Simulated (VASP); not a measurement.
Data:

```xyz
4
Lattice="3.9203 0.0000 0.0000 -1.9602 3.3951 0.0000 0.0000 0.0000 5.3518" Properties=species:S:1:pos:R:3 pbc="T T T"
Mo     0.0000     2.2634     5.2076
Mo     1.9602     1.1317     2.5317
S      0.0000     2.2634     2.1511
S      1.9602     1.1317     4.8270
```

Calculation: PBEsol GGA, VASP's PBE PAW potentials (set 64) (plane waves; VASP 6.6.1). Settings: 400 eV cut-off, Gaussian smearing of 0.050 eV, potentials Mo_sv S.

Task: Give the energies of bands 11 to 23 at the high-symmetry points, in eV from the Fermi level.

Result: 
| band | Γ | M | K | A | L | H |
|---|---|---|---|---|---|---|
| 11 | -6.21 | -6.65 | -6.04 | -6.39 | -7.23 | -7.02 |
| 12 | -6.13 | -6.38 | -6.04 | -6.39 | -7.23 | -7.02 |
| 13 | -6.13 | -5.63 | -5.63 | -6.19 | -5.49 | -5.57 |
| 14 | -6.04 | -5.06 | -5.35 | -6.19 | -5.49 | -5.57 |
| 15 | -6.04 | -5.06 | -5.08 | -6.19 | -5.16 | -5.23 |
| 16 | -4.64 | -4.49 | -5.08 | -6.19 | -5.16 | -5.23 |
| 17 | -1.99 | -2.41 | -2.58 | -0.59 | -1.15 | -2.09 |
| 18 | -1.99 | -1.73 | -1.59 | -0.59 | -1.15 | -2.09 |
| 19 | 0.09 | -1.54 | -1.49 | -0.59 | -0.72 | -0.12 |
| 20 | 0.09 | -0.35 | -1.49 | -0.59 | -0.72 | -0.12 |
| 21 | 0.75 | -0.31 | -1.25 | 1.82 | 0.17 | 0.48 |
| 22 | 1.06 | -0.07 | 0.74 | 1.82 | 0.17 | 0.48 |
| 23 | 1.62 | 0.68 | 1.23 | 3.87 | 1.19 | 1.02 |

It has no gap at this level: it comes out as a metal or semimetal.

The structure was generated: MoS was put into the wurtzite type (P6_3mc), which need not be its known phase. It was relaxed first, which changed the volume by -33 %.
